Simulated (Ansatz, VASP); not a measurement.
This is a calculation of Ta4O for VASP 6.6.1. Atoms were shifted at random by some hundredths of an Å from the given cell, which wasn't relaxed again for these runs. The cell comes from a database or a generator and needn't be the stable form of this composition.

INCAR

```
  ALGO = Normal
  EDIFF = 1E-7
  ENCUT = 520
  GGA = PS
  ISIF = 2
  ISMEAR = -1
  KPAR = 2
  LASPH = True
  LCHARG = True
  LREAL = False
  LVHAR = True
  LWAVE = False
  NBANDS = 33
  NELM = 60
  PREC = Accurate
  SIGMA = 0.05
```

The input KPOINTS:

```
k-points
0
Gamma
  8 8 4
```

The input POSCAR:

```
Ta4O
1.0
    3.2574970000      0.0000000000      0.0000000000
    0.0000000000      3.2574970000      0.0000000000
    0.0000000000      0.0000000000      7.4093410000
Ta O
4 1
Direct
    0.0011990000     -0.0079930000      0.0004800000
    0.4953690000      0.4976700000      0.2188360000
    0.4933960000      0.5070170000      0.7863140000
   -0.0033190000      0.0127770000      0.4914310000
    0.4928610000      0.4917880000      0.4957540000
```

Potentials or basis: VASP PAW PBE potentials, release 64 (Ta_pv, O).

Command:

```bash
$ cat potpaw_PBE.64/Ta_pv/POTCAR potpaw_PBE.64/O/POTCAR > POTCAR
$ mpirun -np 2 vasp_std > vasp.out
```

Problem. Set up the same calculation for Ansatz 0.2.0. Potentials or basis there: Ansatz PAW, cutoff 420 eV.

Solution. As run (cutoffs and basis follow the program's own potentials, and thresholds, step limits or extra output files can differ):

File input.yaml:

```yaml
crystal:
  lattice:
    - [3.257497, 0.0, 0.0]
    - [0.0, 3.257497, 0.0]
    - [0.0, 0.0, 7.409341]
  atoms:
    - { symbol: Ta, position: [0.001199, -0.007993, 0.00048] }
    - { symbol: Ta, position: [0.495369, 0.49767, 0.218836] }
    - { symbol: Ta, position: [0.493396, 0.507017, 0.786314] }
    - { symbol: Ta, position: [-0.003319, 0.012777, 0.491431] }
    - { symbol: O, position: [0.492861, 0.491788, 0.495754] }
hamiltonian:
  xc: pbesol
  pseudopotentials: { kind: paw }
kpoints:
  mp_grid: { grid: [8, 8, 4] }
scf:
  occupations: { method: fermi_dirac, width: 0.05 }
output:
  forces: true
  stress: true
  eigenvalues: true
```

Potentials or basis: Ansatz PAW.

The run is started by

```bash
$ ansatz run input.yaml --threads 1 --pin off --max-ram 3584MiB --backend cpu --events-out ev --progress --plain --runs-dir out
```

Both were run:

|  | VASP | Ansatz |
| --- | --- | --- |
| Pressure | -7.2 GPa | -7.5 GPa |
| Largest force | 0.965 eV/Å | 0.942 eV/Å |

Ansatz's pressure holds a Pulay term of +0.21 GPa for its cutoff of 420 eV, which the other run lacks.

The potentials hold 50 and 58 valence electrons a cell.

VASP's potentials were made for PBE. Ansatz's potentials were made for PBE.

Where Ansatz's input types no cutoff or centring, it takes its own default and a Γ-centred mesh.

Pressure is positive in compression.
